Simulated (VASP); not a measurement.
Consider the following.

```yaml
crystal:
  lattice:
    - [3.50691, 0.00000, 0.00000]
    - [0.00000, 3.50691, 0.00000]
    - [0.00000, 0.00000, 3.50691]
  atoms:
    - { symbol: Si, position: [0.00000, 0.00000, 0.00000] }
    - { symbol: Ni, position: [0.00000, 0.50000, 0.50000] }
    - { symbol: Ni, position: [0.50000, 0.00000, 0.50000] }
    - { symbol: Ni, position: [0.50000, 0.50000, 0.00000] }
```

Method: vdW-DF-cx, VASP's PBE PAW potentials (set 64) (plane waves; VASP 6.6.1). Settings: 520 eV cut-off, 9×9×9 Γ-centred mesh, first-order Methfessel-Paxton smearing of 0.10 eV, potentials Si Ni.

**Question.** What does the run give for the energy per atom (σ→0), pressure, band gap (on the k-mesh) with the smallest direct gap where there is one?

**Answer.** 
- band gap (on the k-mesh): none (metal, semimetal or under 0.01 eV)
- energy per atom (σ→0): -3.863 eV/atom
- pressure: -6.34 GPa

Total energies compare only between runs with the same potentials, cut-off and functional.

The compound is Ni3Si in the L1_2 structure. This cell is one point of a volume scan, at 1.03 of the reference volume. The run is not spin-polarised, so no magnetic state was tried.
